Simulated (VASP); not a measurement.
OSZICAR of a VASP run on GaN (zinc blende):

### OSZICAR
```
       N       E                     dE             d eps       ncg     rms          rms(c)
DAV:   1     0.876977588875E+02    0.87698E+02   -0.10903E+04  1597   0.287E+03
DAV:   2    -0.926023967122E+01   -0.96958E+02   -0.90766E+02  1641   0.370E+02
DAV:   3    -0.159767035687E+02   -0.67165E+01   -0.66777E+01  1646   0.878E+01
DAV:   4    -0.160712180697E+02   -0.94515E-01   -0.94448E-01  1673   0.105E+01
DAV:   5    -0.160724310189E+02   -0.12129E-02   -0.12129E-02  1674   0.120E+00    0.811E+00
DAV:   6    -0.137883105138E+02    0.22841E+01   -0.59709E+00  2088   0.563E+01    0.267E+00
DAV:   7    -0.137683970933E+02    0.19913E-01   -0.41239E-01  1481   0.742E+00    0.176E+00
DAV:   8    -0.137423131319E+02    0.26084E-01   -0.64168E-02  1904   0.429E+00    0.587E-01
DAV:   9    -0.137388150334E+02    0.34981E-02   -0.18989E-02  2132   0.384E+00    0.143E-01
DAV:  10    -0.137386896650E+02    0.12537E-03   -0.18202E-03  1883   0.749E-01    0.202E-02
DAV:  11    -0.137386877407E+02    0.19243E-05   -0.10748E-04  2100   0.153E-01    0.172E-02
DAV:  12    -0.137386882072E+02   -0.46645E-06   -0.45680E-06  1577   0.415E-02
   1 F= -.10030655E+02 E0= -.10030655E+02  d E =-.100307E+02
```

Problem. Which electronic solver shows in the log?

Solution. It is blocked Davidson (ALGO = Normal, or the opening steps of other solvers). The INCAR had ALGO = Normal.

Problem. Can the final energy be trusted as converged?

Solution. The run converged. It stopped with EDIFF = 1E-6, NELM = 100, NSW = 40 and EDIFFG = -0.02 after 1 ionic step (LDA (Ceperley-Alder, Perdew-Zunger), plane waves, VASP's LDA PAW potentials (set 64)).

The compound is GaN in the zinc blende structure, a metastable form; wurtzite is the usual one. It was relaxed first under an external pressure of 30 GPa.
